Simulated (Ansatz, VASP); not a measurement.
# KNaICl in VASP and in Ansatz

```
K Na I Cl
1.0
     4.16189    0.00000    0.00000
     0.00000    4.47901    0.00000
     0.00000    0.00000    6.49942
K Na I Cl
1 1 1 1
Direct
  0.50000 0.50000 0.50000
  0.00000 0.00000 0.00000
  0.50000 0.50000 0.00000
  0.00000 0.00000 0.50000
```

Change from the starting cell: strain +e along x and -e along y -0.0367, strain +e along z and -e/2 along x and y +0.0000.

Alike in both runs: task single point; functional LDA; k mesh 6 × 6 × 4; occupations gaussian, width 0.05 eV; no spin polarisation.

|  | VASP | Ansatz |
| --- | --- | --- |
| version | VASP 6.6.1 | Ansatz 0.2.0 |
| potentials or method | VASP PAW LDA potentials, release 64 (K_sv, Na_pv, I, Cl) | scalar-relativistic, plane waves, PAW |
| plane-wave cutoff (eV) | 520 | 520 |
| valence electrons in the cell | 30 | 42 |

```csv
,VASP,Ansatz,Ansatz less VASP
gap on the k mesh at the Fermi level (eV),3.76,3.75,-0.008
least direct gap on the mesh (eV),3.79,3.78,-0.007
pressure (GPa),0.1,0.0,-0.06
largest component of the traceless stress (GPa),0.66,0.66,+0.004
```

The two sets of potentials don't hold the same shells in valence.

Caveats: spin-orbit coupling is left out, which moves the levels of the heavy elements. A k mesh can miss the band edges.
